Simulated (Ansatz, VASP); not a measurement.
# Sc2GaSbAs2 in VASP and in Ansatz

```xyz
6
Lattice="4.4122 0.0000 0.0000 0.0000 4.4122 0.0000 0.0000 0.0000 8.1840" Properties=species:S:1:pos:R:3 pbc="T T T"
Sc    0.0000    2.2061    0.0000
Sc    2.2061    0.0000    0.0000
Ga    0.0000    0.0000    4.0920
Sb    2.2061    2.2061    4.0920
As    0.0000    0.0000    1.5966
As    0.0000    0.0000    6.5873
```

Alike in both runs: functional PBE; k mesh 4 × 4 × 4; occupations gaussian, width 0.1 eV; no spin polarisation.

Ansatz relaxed the structure, and its values are those at the end. VASP's run is a single point on that final structure, the one shown.

|  | VASP | Ansatz |
| --- | --- | --- |
| version | VASP 6.6.1 | Ansatz 0.2.0 |
| potentials or method | VASP PAW PBE potentials, release 64 (Sc_sv, Ga_d, Sb, As) | scalar-relativistic, plane waves, PAW |
| plane-wave cutoff (eV) | 520 | 420 |
| valence electrons in the cell | 50 | 80 |

|  | VASP | Ansatz | Ansatz less VASP |
| --- | --- | --- | --- |
| gap on the k mesh at the Fermi level (eV) | none | none | - |
| pressure (GPa) | 0.1 | 0.0 | -0.13 |
| rms of the force components (eV/Å) | 0.002 | 0.009 | +0.0071 |

A gap of «none» marks a metal or a gap that the smearing closes. The two sets of potentials don't hold the same shells in valence.

The runs have no spin-orbit coupling, so splittings on Sb are missing.
